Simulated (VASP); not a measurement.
Input:

```
BaF2
1.0
    0.00000     3.11288     3.23739
    3.11288     0.00000     3.23739
    3.11288     3.11288     0.00000
Ba F
1 2
Direct
  0.00000   0.00000   0.00000
  0.25000   0.25000   0.25000
  0.75000   0.75000   0.75000
```

Level of theory: r2SCAN meta-GGA, VASP's PBE PAW potentials (set 64) (plane waves; VASP). Settings: 600 eV cut-off, 6×6×6 Γ-centred mesh, Gaussian smearing of 0.050 eV, potentials Ba_sv F.

Estimate the energy per atom (σ→0), pressure.

```yaml
energy per atom (σ→0): -15.015 eV/atom
pressure: -2.24 GPa
```

The absolute energy has meaning only against runs of the same code, potentials and settings.

The compound is BaF2 in the fluorite structure. This cell was strained or had an atom moved on purpose.
